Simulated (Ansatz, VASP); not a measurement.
# Ta (Ta(111)): VASP beside Ansatz, part 2 of 2

Aim: how closely do two programs agree when they are given the same cell, functional and k mesh?  Other levels of theory on this material are compared in a session of their own. Valence electrons are named where the data sets of a main pair hold unlike numbers.

VASP 6.6.1 and Ansatz 0.2.0.

So far: The structure; VASP: single point, PBEsol.

## (3) Ansatz: single point, PBEsol

Level of this step: Ansatz beside VASP: Kohn-Sham DFT, plane waves, PBEsol (Ansatz).

Ansatz runs on its default PAW (the set named soft_2) files.

The same cell, functional, mesh and smearing now go to Ansatz, which takes its cutoff from its data sets.

File input.yaml:

```yaml
crystal:
  lattice:
    - [4.6810468915, 0.0, 0.0]
    - [2.3405234457, 4.0539055243, 0.0]
    - [0.0, 0.0, 27.5551469551]
  atoms:
    - { symbol: Ta, position: [0.6666666667, 0.6666666667, 0.3266177464] }
    - { symbol: Ta, position: [0.0, 0.0, 0.3612941971] }
    - { symbol: Ta, position: [0.3333333333, 0.3333333333, 0.3959706478] }
    - { symbol: Ta, position: [0.6666666667, 0.6666666667, 0.4306470986] }
    - { symbol: Ta, position: [0.0, 0.0, 0.4653235493] }
    - { symbol: Ta, position: [0.3333333333, 0.3333333333, 0.5] }
    - { symbol: Ta, position: [0.6666666667, 0.6666666667, 0.5346764507] }
    - { symbol: Ta, position: [0.0, 0.0, 0.5693529014] }
    - { symbol: Ta, position: [0.3333333333, 0.3333333333, 0.6040293522] }
    - { symbol: Ta, position: [0.6666666667, 0.6666666667, 0.6387058029] }
    - { symbol: Ta, position: [0.0, 0.0, 0.6733822536] }
hamiltonian:
  xc: pbesol
  pseudopotentials: { kind: paw }
kpoints:
  mp_grid: { grid: [6, 6, 1] }
scf:
  occupations: { method: methfessel_paxton, width: 0.1 }
  n_extra_bands: 6
efield:
  axis: 3
  dipole_correction: true
  ramp_width: 0.04
output:
  forces: true
  eigenvalues: true
```

Started as:

```sh
$ ansatz run input.yaml --threads 4 --pin off --max-ram 9216MiB --backend cpu --events-out ev --progress --plain --runs-dir out
```

Numbers of over 12 decimals in the logs are rounded to 6 here.

What it wrote:

```text
scf.n_extra_bands = 6 over 72 filled bands (N_el = 143.0): the run solves 78 bands
Engine: ansatz 0.2.0, x86_64-unknown-linux-gnu
Pseudopotentials: kind: paw
Pseudopotential: Ta, paw, valence charge 13, recommended cutoff 420 eV (normal), Ta.paw.azcp
Functional definition: PBEsol
  exchange = pbesol_x
  correlation = pbesol_c
Crystal: 11 atoms, lattice volume = 522.901 Å³
Basis set: ecut = 420 eV, 10215 PW (Γ), exchange–correlation on 64×64×384 points (8 copies of the dense FFT grid, shifted against one another)
Bands: 78, of which v1, the nominal top of the filled ones, is band 72 counted from 1 (71 counted from 0)
Symmetry: 6 space group operations
k-points: 7 of 36 (time reversal used)
Non-local potential: Ta, projectors of the file, l = 0: 3, l = 1: 2, l = 2: 2, l = 3: 1
PAW form: soft (Blöchl's): semilocal exchange-correlation on the pseudo side does not see the compensation charge
PAW frozen core: Ta, regenerated for the run's functional, and the local potential with it (the file was generated under x = pbe(κ = 0.804, μ = 0.219515), c = pbe(β = 0.066725))
PAW one-centre angular grid: Ta, 590 points (default); XC on 64 Gauss nodes
Initial density: superposition of atomic densities (neutral atoms: chi_scale 0, normalization atom), corrected by the library's trained network
Initial wavefunctions: pseudopotential atomic-orbital guess
Functional: x = pbesol(κ = 0.804, μ = 0.123457), c = pbesol(β = 0.046)
SCF iter   1: F=—  HF=-107863.340519 eV  |F-HF|=—  |Δ(HF+E_count)|=         —  Δρ=6.23e-3  dr2=3.73e0  ethr=1.77e-3  p=0.000 e·Å  D=1.83e-13 V/Å  ΔV_dip=-0.00 eV  dr2_dipole=1.02e-5  V_vac-E_F(+/−)=4.11/4.11 eV  ⟨swp⟩=9.6  Hψ=2706  notcnv=0
efield: sawtooth ramp at fractional position 0.9800 (placed from the atoms, in the widest stretch of the axis that holds none; the zero of the levels goes with the place), width 0.0400; the density the first Hamiltonian is built on has a dipole p = 0.000 e·Å; the dipole correction subtracts the counter field D = 1.83e-13 V/Å, which shifts the + side's vacuum level by -0.00 eV against the − side's; the planar-averaged density in the ramp window peaks in size at 8.8e-6 e/Å³
preconditioner: auto → LDOS  [metal: Δε(μ)=0.050 eV  Ē_g=2.599 eV  σ=0.100 eV  W_gap=0.41  n_scr=96 (ndim 8)  ℏωp=12.0 eV  f_vac=0.531  D(μ)=17.02/eV (n_scr^D=122)  β→1.0]
SCF iter   2: F=—  HF=-107863.253247 eV  |F-HF|=—  |Δ(HF+E_count)|=   8.73e-2  S|Δr|=    0.00e0  Δρ=3.17e-3  dr2=4.11e-1  ethr=1.77e-3  p=0.001 e·Å  D=2.68e-4 V/Å  ΔV_dip=-0.01 eV  dr2_dipole=1.70e-4  V_vac-E_F(+/−)=3.48/3.49 eV  ⟨swp⟩=2.9  Hψ=707  notcnv=0  defer=1
SCF iter   3: F=—  HF=-107863.242100 eV  |F-HF|=—  |Δ(HF+E_count)|=   1.11e-2  S|Δr|=    0.00e0  Δρ=8.44e-4  dr2=3.77e-2  ethr=2.88e-4  p=0.000 e·Å  D=7.16e-5 V/Å  ΔV_dip=-0.00 eV  dr2_dipole=1.22e-5  V_vac-E_F(+/−)=3.62/3.62 eV  ⟨swp⟩=2.0  Hψ=665  notcnv=0  defer=1
SCF iter   4: F=—  HF=-107863.241691 eV  |F-HF|=—  |Δ(HF+E_count)|=   4.09e-4  S|Δr|=    0.00e0  Δρ=1.86e-4  dr2=3.92e-4  ethr=2.64e-5  p=0.000 e·Å  D=3.78e-5 V/Å  ΔV_dip=-0.00 eV  dr2_dipole=1.16e-6  V_vac-E_F(+/−)=3.56/3.56 eV  ⟨swp⟩=1.9  Hψ=609  notcnv=0  defer=1
SCF iter   5: F=—  HF=-107863.241813 eV  |F-HF|=—  |Δ(HF+E_count)|=   1.22e-4  S|Δr|=    0.00e0  Δρ=7.05e-5  dr2=6.00e-5  ethr=2.74e-7  p=0.000 e·Å  D=2.13e-5 V/Å  ΔV_dip=-0.00 eV  dr2_dipole=6.60e-8  V_vac-E_F(+/−)=3.55/3.55 eV  ⟨swp⟩=3.3  Hψ=1009  notcnv=0  defer=1
SCF iter   6: F=—  HF=-107863.242417 eV  |F-HF|=—  |Δ(HF+E_count)|=   6.05e-4  S|Δr|=    0.00e0  Δρ=2.85e-5  dr2=1.44e-5  ethr=4.20e-8  p=0.000 e·Å  D=9.87e-6 V/Å  ΔV_dip=-0.00 eV  dr2_dipole=2.08e-10  V_vac-E_F(+/−)=3.54/3.54 eV  ⟨swp⟩=2.1  Hψ=880  notcnv=0  defer=1
SCF iter   7: F=—  HF=-107863.242419 eV  |F-HF|=—  |Δ(HF+E_count)|=   1.53e-6  S|Δr|=    0.00e0  Δρ=9.15e-6  dr2=1.40e-6  ethr=1.01e-8  p=0.000 e·Å  D=4.61e-6 V/Å  ΔV_dip=-0.00 eV  dr2_dipole=2.05e-10  V_vac-E_F(+/−)=3.54/3.54 eV  ⟨swp⟩=2.3  Hψ=756  notcnv=0  defer=1
SCF iter   8: F=—  HF=-107863.242419 eV  |F-HF|=—  |Δ(HF+E_count)|=   3.35e-7  S|Δr|=    0.00e0  Δρ=3.88e-6  dr2=3.83e-7  ethr=9.81e-10  p=0.000 e·Å  D=1.46e-6 V/Å  ΔV_dip=-0.00 eV  dr2_dipole=2.23e-10  V_vac-E_F(+/−)=3.54/3.54 eV  ⟨swp⟩=2.7  Hψ=993  notcnv=0  defer=1
SCF iter   9: F=-107863.242419 eV  HF=-107863.242419 eV  |F-HF|=1.86e-8  |Δ(HF+E_count)|=   8.20e-8  S|Δr|=    0.00e0  Δρ=1.07e-6  dr2=1.03e-8  ethr=6.99e-11  p=0.000 e·Å  D=3.70e-7 V/Å  ΔV_dip=-0.00 eV  dr2_dipole=6.69e-11  V_vac-E_F(+/−)=3.53/3.53 eV  ⟨swp⟩=7.3  Hψ=2598  notcnv=0
SCF 1 converged in 9 iterations: F = -107863.242419 eV  dr2 = 1.03e-8
  greatest PAW one-centre occupation: 1.000 electrons in one spin orbital (limit 2), on the Ta atom at site 9 (counted from 0), in its partial waves of l = 0
SCF converged after 9 iterations
Stability not checked: this state was not tested for a lower state beside it, because cold or Methfessel-Paxton smearing, or corrected tetrahedra, fill the levels in a way that the test cannot read (fill_not_monotonic; see scf.lower_state_search)
Free energy (F): -107863.242419 eV
Harris-Foulkes:  -107863.242419 eV  (|F-HF|=1.86e-8)
Internal energy: -107863.234000 eV  (E = F + TS)
E sigma→0 (E₀):  -107863.240314 eV
Entropy (-TS):   -0.008419 eV (-0.765 meV/atom)
Fermi energy:    4.912474 eV
Dipole field:    D = 0.000007 V/Å  (p = 0.000021 e·Å, saw-weighted, corrected)
Work function:   Φ+ = 3.5342 eV   Φ− = 3.5344 eV
Levels:          The Fermi level and band energies are counted from a zero that moves with the ramp; work functions are not
--- Per-component energies (eV) ---
  E_band       = -3113.899988
  E_kinetic    = 4002.669827
  E_local      = -176958.287729  (includes V_loc(G=0)·N_el)
  E_nonlocal   = 192.537308
  E_hartree    = 86566.910866
  E_xc         = -2371.832430
  E_vxc        = -2222.379796  (∫ρ·V_xc dr)
  E_paw        = -90994.907064  (= ΣΔE_a)
  E_vpaw       = -1262.245954  (= ΣTr[D̂ρ^β])
  E_aug_tail   = 0.001494  (compensation charges beyond the density's cutoff)
  E_efield     = 0.000000  (sawtooth field / dipole correction)
  E_vefield    = 0.000000  (∫n·V_field dr)
  E_ewald      = 71697.323618
  E_core_change = 2.350111  (= ΣΔE_core)
  E_smearing   = -0.008419  (= −TS)
  E_closure    = -0.000000  (closes the sum)
  Σ components = -107863.242419   (vs F -107863.242419, Δ=0.00e0)
--- Forces (eV/Å), atoms counted from 1 ---
  atom   1  Ta    -0.00000000     0.00000000     2.47064161
  atom   2  Ta     0.00000000    -0.00000000     0.38487530
  atom   3  Ta     0.00000000    -0.00000000    -1.04353488
  atom   4  Ta    -0.00000000    -0.00000000    -0.74303880
  atom   5  Ta    -0.00000000    -0.00000000    -0.56007463
  atom   6  Ta     0.00000000    -0.00000000     0.00000320
  atom   7  Ta     0.00000000     0.00000000     0.56007755
  atom   8  Ta     0.00000000     0.00000000     0.74303221
  atom   9  Ta    -0.00000000     0.00000000     1.04352354
  atom  10  Ta    -0.00000000     0.00000000    -0.38487344
  atom  11  Ta     0.00000000    -0.00000000    -2.47063852
  max |Σ_I F_I| component: 6.85e-6 eV/Å
--- Band table (eV; the first three rows and the last of 7) ---
  k-point 0: bands = [... 68 lower, 4.3030, 4.5154, 4.5154, 4.8114, 4.8114, 4.9395, 5.1295, 5.3759, ... 2 higher]
  k-point 1: bands = [... 68 lower, 4.5526, 4.6830, 4.7415, 4.9622, 4.9994, 5.1900, 5.2908, 5.3343, ... 2 higher]
  k-point 2: bands = [... 68 lower, 4.7454, 4.7503, 4.9787, 5.1402, 5.2808, 5.4028, 5.5031, 5.5476, ... 2 higher]
  k-point 6: bands = [... 68 lower, 4.6114, 4.6295, 4.6295, 4.8052, 4.8052, 4.9574, 4.9713, 5.0566, ... 2 higher]
```

The job ended after 5.4 s (4 threads of Intel Xeon Platinum 8559C (Emerald Rapids), shared host; peak memory 1.1 GiB).

In the SCF lines HF is the Harris–Foulkes energy and dr2 the Hartree energy of the density residual, in eV; the loop may stop once dr2 is under the threshold and the program's other checks hold. Hψ counts applications of the Hamiltonian.

## (4) Comparison

Known differences besides the potentials themselves: the data sets hold 143 valence electrons in Ansatz (on its default PAW (the set named soft_2) files) and 55 in VASP; the cutoff is 420 eV in Ansatz and 350 eV in VASP (PREC = Normal); Ansatz makes its cores anew for this functional, VASP keeps those of its PBE data sets. Total energies have different zeros and are not compared.

Both answers:

```
                                   quantity  Ansatz  VASP  difference
 work function, lower of the two faces (eV)    3.53  3.55       -0.02
work function, higher of the two faces (eV)    3.53  3.55       -0.02
```

Forces on 7 of the 11 atoms, those with the largest forces and the largest differences (eV/Å; atoms numbered as in POSCAR):

```
atom        Ansatz x, y, z          VASP x, y, z
 Ta1   0.000, 0.000, 2.471   0.000, 0.000, 2.626
 Ta3  0.000, 0.000, -1.044  0.000, 0.000, -0.988
 Ta4  0.000, 0.000, -0.743  0.000, 0.000, -0.792
 Ta7   0.000, 0.000, 0.560   0.000, 0.000, 0.567
 Ta8   0.000, 0.000, 0.743   0.000, 0.000, 0.792
 Ta9   0.000, 0.000, 1.044   0.000, 0.000, 0.988
Ta11  0.000, 0.000, -2.471  0.000, 0.000, -2.626
```

The forces differ by 44 meV/Å r.m.s., which is 6.0 % of the r.m.s. force of 0.739 eV/Å (both taken over all components). VASP's log warns that it found no field-free region in the vacuum, so its work functions are uncertain. With vacuum in the cell, a pressure given here is an average over mostly empty space and none of the material.

## (5) What the set-up changes

Further runs change the set-up of one program: Ansatz's method, potentials or start, or VASP's data sets, cutoff or form of LDA. The table gives Ansatz less VASP for each quantity, since a change that brings one quantity closer may part another.

```
                                       run  r.m.s. force difference (meV/Å)  work function, lower of the two faces (eV)  work function, higher of the two faces (eV)
                                  as above                               44                                      -0.017                                       -0.016
                      cores kept as stored                               44                                      -0.017                                       -0.016
   Ansatz's larger PAW set (cutoff 640 eV)                               46                                      -0.021                                       -0.021
norm-conserving potentials (cutoff 789 eV)                               47                                      -0.016                                       -0.016
```

## (6) Summary of results

| Property | Result |
| --- | --- |
| r.m.s. force difference (single point, PBEsol) | 6.0 % of the r.m.s. force |

The r.m.s. force difference is 6.0 % of the r.m.s. force (single point, PBEsol), beyond the 3 % picked in this series as the mark of a large difference. The data sets hold unlike numbers of valence electrons (143 in Ansatz and 55 in VASP), so part of the differences comes from the potentials. Single point, PBEsol, Ansatz's larger PAW set (cutoff 640 eV): the difference in work function, higher of the two faces goes from -0.016 to -0.021 eV. 11 further runs of this series are not shown here. Such differences can come from data sets, numerical settings and the points named under the comparisons, not from the functional's error against experiment.

[Lines on the potential files, build, host, timing and source positions are cut from VASP's logs without a mark.]

[Logs are printed without paths, hosts, clocks, repeated set-up lines and the standing remarks that a program may print on its own settings, such as how far it seeks lower states.]

[Hosts, paths, dates, database ids (printed as entryN), source tags and the programs' standing remarks are cut or masked in the printed files.]
